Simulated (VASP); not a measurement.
Be$_{2}$C (antifluorite), at 1.04 of the tabulated volume:

```
Be2C
1.0
    0.00000     2.19856     2.19856
    2.19856     0.00000     2.19856
    2.19856     2.19856     0.00000
Be C
2 1
Cartesian
  1.09928   1.09928   1.09928
  3.29783   3.29783   3.29783
  0.00000   0.00000   0.00000
```

The lowest empty band near X, direction across the valley's axis, from PBE with spin-orbit coupling in VASP (PAW); its two spin partners are averaged. The gap over the points computed is 1.13 eV, and the next band on that side lies 4.27 eV away at the edge.

Settings: 520 eV cut-off, 10×10×10 Γ-centred mesh, Gaussian smearing of 0.050 eV, potentials Be C.

| distance from the edge in k (1/Å) | distance in energy (meV) |
|---|---|
| 0.018 | 5.3 |
| 0.025 | 10.2 |
| 0.035 | 20.0 |
| 0.050 | 40.7 |
| 0.070 | 79.5 |

Problem. Fit E(1 + αE) = ħ²k²/2m* (ħ²/2m0 = 3.810 eV Å²) and predict the row at 0.095 1/Å.

Solution. The rows don't resolve α, so a parabola serves: the electron mass is m* = 0.235 m0, and so 146.6 meV. The run gave 145.2 meV, -1.4 meV from the fit.

Left out are points under 3 meV from the edge, since the levels carry 0.1 meV, and points farther than half the way to the next band.

The compound is Be2C in the antifluorite structure. The cell was not relaxed at this level.
